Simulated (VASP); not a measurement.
Ba3Mo:

```xyz
4
Lattice="7.0176 0.0000 0.0000 -3.5088 6.0775 0.0000 0.0000 0.0000 3.3772" Properties=species:S:1:pos:R:3 pbc="T T T"
Ba    3.5088    0.0000    0.0000
Ba   -1.7544    3.0387    0.0000
Ba    1.7544    3.0387    0.0000
Mo    0.0000    0.0000    0.0000
```

The cell was built by a generator and needn't be a form met in nature.

The cell isn't the ideal one: random cell by space group and Wyckoff sites (P6/mmm, No. 191).

* Program: VASP 6.6.1
* Task: relaxation of cell and atoms
* Functional: PBE
* Potentials or basis: VASP PAW PBE potentials, release 64 (Ba_sv, Mo_sv)
* Cutoff: 600 eV
* k mesh: 3 × 3 × 6
* Occupations: gaussian, width 0.1 eV
* Spin: no spin polarisation

At the start: pressure 0.8 GPa; volume 36.01 Å³/atom.

Problem. How do energy, volume and symmetry change on relaxing?

Solution. Over 3 steps the energy falls by 6.2 meV/atom and the volume is 37.30 Å³/atom (+3.6 %); space group P6/mmm (No. 191, to 0.05 Å).

The path:
| step | energy change (eV) | largest force (eV/Å) | pressure (GPa) | volume (Å³) |
| --- | --- | --- | --- | --- |
| 1 | 0.0000 | 0.0000 | 0.84 | 144.04 |
| 2 | -0.0238 | 0.0000 | 0.20 | 148.01 |
| 3 | -0.0249 | 0.0000 | 0.03 | 149.21 |

Final structure:
```
CELL_PARAMETERS angstrom
7.15760 0.00000 0.00000
-3.57880 6.19866 0.00000
0.00000 0.00000 3.36306
ATOMIC_POSITIONS crystal
Ba 0.50000 0.00000 0.00000
Ba 0.00000 0.50000 0.00000
Ba 0.50000 0.50000 0.00000
Mo 0.00000 0.00000 0.00000
```
